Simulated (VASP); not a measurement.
# CoAg2O3 (C2/m) in VASP: single point with HSE06

Aim: the single point of CoAg2O3 with HSE06.

Everything below comes from runs of VASP 6.6.1. Logs are shortened: lines on timing, memory, paths and dates and some standing lists are left out, and cuts for length are marked.

## (1) The crystal as given

It takes space group C2/m (No. 12, monoclinic). Conventional cell: a = 4.520 Å, b = 4.631 Å, c = 10.214 Å, α = 90.00°, β = 98.05°, γ = 90.00°. Ag (site symmetry m) is surrounded by 4 O at 2.18 to 2.43 Å. Around O (site symmetry m) lie 1 Co at 1.60 Å. O (site symmetry 2/m) has 4 Co at 2.26 to 2.32 Å and 2 Ag at 2.31 Å and 2 O at 2.58 Å as nearest neighbours. Co (site symmetry 2/m) has 2 O at 1.60 Å as nearest neighbours.

The cell was built by a generator and needn't be a form met in nature.

## (2) Single point, HSE06, collinear spin, typed start

File POSCAR:

```
CoAg2O3
1.0
    2.2599930800      2.3154610800      0.0000000000
    2.2599930800     -2.3154610800      0.0000000000
    1.4302682600      0.0000000000    -10.1128778000
Ag O Co
2 3 1
Direct
    0.4330000000      0.4330000000      0.7280000000
    0.5670000000      0.5670000000      0.2720000000
    0.0000000000      0.0000000000      0.6570000000
    0.0000000000      0.0000000000      0.3430000000
    0.5000000000      0.5000000000      0.5000000000
    0.0000000000      0.0000000000      0.5000000000
```

File INCAR.step1:

```
PREC     = Accurate       # precision mode
ENCUT    = 520            # plane-wave cutoff, eV
EDIFF    = 1E-5           # SCF threshold, eV
ISMEAR   = -1             # smearing method
SIGMA    = 0.1            # smearing width, eV
LREAL    = F              # projectors in reciprocal space
LASPH    = T              # aspherical terms in the spheres
NELM     = 150            # most SCF steps
ALGO     = Normal         # electronic algorithm
ISIF     = 2              # what is computed and relaxed
LWAVE    = T              # write WAVECAR
LCHARG   = F              # write CHGCAR
ISPIN    = 2              # spin polarisation
MAGMOM   = 0 0 0.23 0.23 0 2.04 # initial moments
LORBIT   = 11             # projections on sites
LMAXMIX  = 4              # l up to which the mixer works
GGA      = PE             # functional
NBANDS   = 38             # bands
```

File INCAR.step2:

```
PREC     = Accurate       # precision mode
ENCUT    = 520            # plane-wave cutoff, eV
EDIFF    = 1E-7           # SCF threshold, eV
ISMEAR   = -1             # smearing method
SIGMA    = 0.1            # smearing width, eV
LREAL    = F              # projectors in reciprocal space
LASPH    = T              # aspherical terms in the spheres
NELM     = 150            # most SCF steps
ALGO     = Normal         # electronic algorithm
ISIF     = 2              # what is computed and relaxed
LWAVE    = F              # write WAVECAR
LCHARG   = F              # write CHGCAR
ISPIN    = 2              # spin polarisation
MAGMOM   = 0 0 0.23 0.23 0 2.04 # initial moments
LORBIT   = 11             # projections on sites
LMAXMIX  = 4              # l up to which the mixer works
GGA      = PE             # functional
LHFCALC  = T              # exact exchange
HFSCREEN = 0.2079         # screening, 1/A
PRECFOCK = Fast         
ISTART   = 1            
NBANDS   = 38             # bands
```

File KPOINTS:

```
regular mesh
0
Gamma
  3 3 1
```

Potentials or basis: VASP PAW PBE potentials, release 64 (Ag, O, Co).

Launch:

```
$ cat potpaw_PBE.64/Ag/POTCAR potpaw_PBE.64/O/POTCAR potpaw_PBE.64/Co/POTCAR > POTCAR
$ cp INCAR.step1 INCAR
$ mpirun -np 1 vasp_std > vasp.out
$ cp INCAR.step2 INCAR
$ mpirun -np 1 vasp_std > vasp.out
```

OUTCAR:

```text
PREC = Accurate
   ENCUT = 520
   EDIFF = 1E-7
   ISMEAR = -1
   LREAL = F
   LASPH = T
   NELM = 150
   ISIF = 2
   ISPIN = 2
   LORBIT = 11
   GGA = PE
   LHFCALC = T
   HFSCREEN = 0.2079
   PRECFOCK = Fast
   ISTART = 1

 ion  position               nearest neighbor table
   1  0.433  0.433  0.728-   3 2.18   5 2.31   3 2.43   3 2.43   3 2.56   6 3.21   6 3.24   6 3.27
                             6 3.27
   2  0.567  0.567  0.272-   4 2.18   5 2.31   4 2.43   4 2.43   4 2.56   6 3.21   6 3.24   6 3.27
                             6 3.27
   3  0.000  0.000  0.657-   6 1.60   1 2.18   1 2.43   1 2.43   1 2.56
   4  0.000  0.000  0.343-   6 1.60   2 2.18   2 2.43   2 2.43   2 2.56
   5  0.500  0.500  0.500-   6 2.26   6 2.26   1 2.31   2 2.31   6 2.32   6 2.32
   6  0.000  0.000  0.500-   3 1.60   4 1.60   5 2.26   5 2.26   5 2.32   5 2.32   1 3.21   2 3.21
                             2 3.24   1 3.24   1 3.27   2 3.27   1 3.27   2 3.27

  LATTYP: Found a base centered monoclinic cell.
 ALAT       =     4.5199861600
 B/A-ratio  =     1.0245434380
 C/A-ratio  =     2.2596349548
 COS(beta)  =    -0.1400367786

  Lattice vectors:

 A1 = (  -2.2599930800,  -2.3154610800,   0.0000000000)
 A2 = (  -2.2599930800,   2.3154610800,   0.0000000000)
 A3 = (   1.4302682600,   0.0000000000, -10.1128778000)

Analysis of symmetry for initial positions (statically):
=====================================================================
 Subroutine PRICEL returns:
 Original cell was already a primitive cell.

 Routine SETGRP: Setting up the symmetry group for a
 base centered monoclinic supercell.

 Subroutine GETGRP returns: Found  4 space group operations
 (whereof  4 operations were pure point group operations)
 out of a pool of  4 trial point group operations.

The static configuration has the point symmetry C_2h.

Analysis of symmetry for dynamics (positions and initial velocities):
=====================================================================
 Subroutine PRICEL returns:
 Original cell was already a primitive cell.

 Routine SETGRP: Setting up the symmetry group for a
 base centered monoclinic supercell.

 Subroutine GETGRP returns: Found  4 space group operations
 (whereof  4 operations were pure point group operations)
 out of a pool of  4 trial point group operations.

The dynamic configuration has the point symmetry C_2h.

Analysis of structural, dynamic, and magnetic symmetry:
=====================================================================
 Subroutine PRICEL returns:
 Original cell was already a primitive cell.

 Routine SETGRP: Setting up the symmetry group for a
 base centered monoclinic supercell.

 Subroutine GETGRP returns: Found  4 space group operations
 (whereof  4 operations were pure point group operations)
 out of a pool of  4 trial point group operations.

The overall configuration has the point symmetry C_2h.

 Subroutine INISYM returns: Found  4 space group operations
 (whereof  4 operations are pure point group operations),
 and found     1 'primitive' translations

----------------------------------------------------------------------------------------

                                     Primitive cell

  volume of cell :     105.8399

  direct lattice vectors                    reciprocal lattice vectors
     2.259993080  2.315461080  0.000000000     0.221239615  0.215939713  0.031290005
     2.259993080 -2.315461080  0.000000000     0.221239615 -0.215939713  0.031290005
     1.430268260  0.000000000-10.112877800     0.000000000  0.000000000 -0.098883821

  length of vectors
     3.235572397  3.235572397 10.213518722     0.310734600  0.310734600  0.098883821

  position of ions in fractional coordinates (direct lattice)
     0.433000000  0.433000000  0.728000000
     0.567000000  0.567000000  0.272000000
     0.000000000  0.000000000  0.657000000
     0.000000000  0.000000000  0.343000000
     0.500000000  0.500000000  0.500000000
     0.000000000  0.000000000  0.500000000

  ion indices of the primitive-cell ions
   primitive index   ion index
                 1           1
                 2           2
[... 41 lines left out ...]
   dimension x,y,z NGXF=    48 NGYF=   48 NGZF=  160
   ions per type =               2   3   1
   NGX,Y,Z   is equivalent  to a cutoff of  12.33, 12.33, 13.02 a.u.
   NGXF,Y,Z  is equivalent  to a cutoff of  24.66, 24.66, 26.04 a.u.
 SYSTEM =  unknown system
   PREC   = accura    normal or accurate (medium, high low for compatibility)
   ISTART =      1    job   : 0-new  1-cont  2-samecut
   ICHARG =      0    charge: 1-file 2-atom 10-const
   ISPIN  =      2    spin polarized calculation?
   LNONCOLLINEAR =      F non collinear calculations
   LSORBIT =      F    spin-orbit coupling
   LASPH  =      T    aspherical Exc in radial PAW
   ENCUT  =  520.0 eV  38.22 Ry    6.18 a.u.   6.02  6.02 18.99*2*pi/ulx,y,z
   NELM   =    150;   NELMIN=  2; NELMDL=  0     # of ELM steps
   EDIFF  = 0.1E-06   stopping-criterion for ELM
   LREAL  =      F    real-space projection
   EDIFFG = 0.1E-05   stopping-criterion for IOM
   NSW    =      0    number of steps for IOM
   IBRION =     -1    ionic relax: 0-MD 1-quasi-New 2-CG
   NFREE  =      0    steps in history (QN), initial steepest desc. (CG)
   ISIF   =      2    stress and relaxation
   ISYM   =      3    0-nonsym 1-usesym 2-fastsym
   POTIM  = 0.5000    time-step for ionic-motion
   TEBEG  =    0.0;   TEEND  =   0.0 temperature during run
   PSTRESS=    0.0 pullay stress
   NELECT =      49.0000    total number of electrons
   NUPDOWN=      -1.0000    fix difference up-down
   EMIN   =  10.00;   EMAX   =-10.00  energy-range for DOS
   EFERMI =   0.00;   METHOD = LEGACY
   ISMEAR =    -1;   SIGMA  =   0.10  broadening in eV -4-tet -1-fermi 0-gaus
   EFERMI_NEDOS =   21; number of points for ismear=-14 and -15
   IALGO  =     38    algorithm
   IMIX   =      1    mixing-type and parameters
     AMIX     =   0.40;   BMIX     =  1.00
     AMIX_MAG =   1.60;   BMIX_MAG =  1.00
  volume/ion in A,a.u.               =      17.64       119.04
  Fermi-wavevector in a.u.,A,eV,Ry     =   1.266457  2.393256 21.822562  1.603913
  Thomas-Fermi vector in A             =   2.399657
   LORBIT       =     11    0 simple, 1 ext, 2 COOP (PROOUT), +10 PAW based schemes
   GGA     = PE    functional components
   LHFCALC =     T    Hartree Fock is set to
   PRECFOCK=fast      Normal, Fast or Accurate (Low or Medium for compatibility)
   ENCUT4O =  -1.0   cutoff for four orbital integrals eV
   NKREDX  =     1    reduce k-point grid by
   NKREDY  =     1    reduce k-point grid by
   NKREDZ  =     1    reduce k-point grid by
   AEXX    =    0.2500 exact exchange contribution
   HFSCREEN=    0.2079 screening length (either q_TF or 0.3 A-1)
   HFSCREENC=   0.2079 screening length for correlation (either q_TF or 0.3 A-1)
   ENCUTFOCK=  -1.0 apply spherical cutoff to Coloumb kernel
   IVDW    =     0    specifies the selected vdW correction
   LEPSILON=     F    determine dielectric tensor
   LRPA    =     F    only Hartree local field effects (RPA)
 spin polarized calculation
  energy-cutoff  :      520.00
  volume of cell :      105.84
 maximum number of plane-waves:      2862
  NGX = 14; NGY = 14; NGZ = 48

 number of electron      48.9999974 magnetization       3.0159183

 Free energy of the ion-electron system (eV)
  ---------------------------------------------------
  ext. energy  EPLUGINS =         0.00000000
  ---------------------------------------------------
  free energy    TOTEN  =       -35.89768739 eV

  energy without entropy =      -35.86199874  energy(sigma->0) =      -35.87984307

 E-fermi :   2.2487     XC(G=0):  -7.2938

 val. band max:        2.0843469526   @ k =   0.3333   0.0000   0.0000
 cond. band min:       2.7836844435   @ k =   0.0000   0.0000   0.0000
 fundamental gap:      0.6993374909
 Fermi energy:         2.2487231862

 spin component 1

 k-point     1 :       0.0000    0.0000    0.0000
  band No.  band energies     occupation
      1     -19.2495      1.00000
      2     -18.2475      1.00000
      3     -16.5239      1.00000
      4      -5.9684      1.00000
      5      -5.4144      1.00000
      6      -5.4021      1.00000
[... 145 lines left out ...]
     35      13.7781      0.00000
     36      14.4256      0.00000
 Fermi energy:         2.2487231862

 spin component 2

 k-point     1 :       0.0000    0.0000    0.0000
  band No.  band energies     occupation
      1     -18.6844      1.00000
      2     -17.5926      1.00000
      3     -16.3879      1.00000
      4      -5.0959      1.00000
      5      -3.6034      1.00000
      6      -2.9162      1.00000
[... 145 lines left out ...]
     35      14.0568      0.00000
     36      14.6217      0.00000
 [bands above 36 left out]

------------------------ aborting loop because EDIFF is reached ----------------------------------------

  FORCE on cell =-STRESS in cart. coord.  units (eV):
  Direction    XX          YY          ZZ          XY          YZ          ZX
  --------------------------------------------------------------------------------------
  -------------------------------------------------------------------------------------
  Total        0.4536546     -1.0747136     15.7058076      0.0000000      0.0000000     -0.8330605
  in kB        6.8673078    -16.2687424    237.7505364      0.0000000      0.0000000    -12.6106586
  external PRESSURE =      76.1163673 kB  Pullay stress =       0.0000000 kB

 VOLUME and BASIS-vectors are now :
 -----------------------------------------------------------------------------
  energy-cutoff  :      520.00
  volume of cell :      105.84
      direct lattice vectors                 reciprocal lattice vectors
     2.259993080  2.315461080  0.000000000     0.221239615  0.215939713  0.031290005
     2.259993080 -2.315461080  0.000000000     0.221239615 -0.215939713  0.031290005
     1.430268260  0.000000000-10.112877800     0.000000000  0.000000000 -0.098883821

 POSITION                                       TOTAL-FORCE (eV/Angst)
 -----------------------------------------------------------------------------------
      2.99839      0.00000     -7.36218         0.694858      0.000000     -0.482741
      2.95187      0.00000     -2.75070        -0.694858      0.000000      0.482741
      0.93969      0.00000     -6.64416        -0.744052      0.000000     -4.305536
      0.49058      0.00000     -3.46872         0.744052      0.000000      4.305536
      2.97513      0.00000     -5.05644         0.000000      0.000000      0.000000
      0.71513      0.00000     -5.05644         0.000000     -0.000000      0.000000
 -----------------------------------------------------------------------------------
    total drift:                                0.000000      0.000001     -0.000001

  FREE ENERGIE OF THE ION-ELECTRON SYSTEM (eV)
  ---------------------------------------------------
  free  energy   TOTEN  =       -35.8976873929 eV

  energy  without entropy=      -35.8619987436  energy(sigma->0) =      -35.87984307

 total charge

# of ion       s       p       d       tot
------------------------------------------
    1        0.209   0.178   9.395   9.783
    2        0.209   0.178   9.395   9.783
    3        1.588   3.453   0.000   5.041
    4        1.588   3.453   0.000   5.041
    5        1.580   3.350   0.000   4.930
    6        0.458   0.829   7.162   8.449
--------------------------------------------------
tot          5.632  11.442  25.952  43.026

 magnetization (x)

# of ion       s       p       d       tot
------------------------------------------
    1        0.003   0.007   0.029   0.039
    2        0.003   0.007   0.029   0.039
    3        0.005   0.244   0.000   0.249
    4        0.005   0.244   0.000   0.249
    5        0.011  -0.004   0.000   0.007
    6        0.036   0.004   2.223   2.263
--------------------------------------------------
tot          0.063   0.503   2.281   2.846
```

Run time: 12 min. Hardware: 1 thread of Intel Xeon Platinum 8488C (Sapphire Rapids), shared host; peak memory 0.36 GiB.

What came out:

- Free energy: -35.8977 eV
- Pressure: 7.6 GPa
- Largest force: 4.369 eV/Å
- Band gap on the k mesh: none (metal or under the smearing width)
- Net moment: 3.02 μB per cell
- Site moments: Ag +0.04; O +0.25, +0.01; Co +2.26 μB
- Valence electrons inside the program's atomic spheres: Ag 9.78; O 5.04, 4.93; Co 8.45

Forces on the atoms (eV/Å):
```
Ag   0.695  0.000 -0.483
Ag  -0.695  0.000  0.483
O   -0.744  0.000 -4.306
O    0.744  0.000  4.306
O    0.000  0.000  0.000
Co   0.000  0.000  0.000
```

Stress tensor (GPa, compression positive):
```
 0.69  0.00 -1.26
 0.00 -1.63  0.00
-1.26  0.00 23.78
```

Caveat: the k mesh is coarse (spacing up to 0.65 Å⁻¹), so the values aren't converged, least of all with exact exchange; the PAW data sets were made with another functional, which shifts forces and pressure a little; a cell with one magnetic atom can't hold antiferromagnetic order, which such compounds often take.
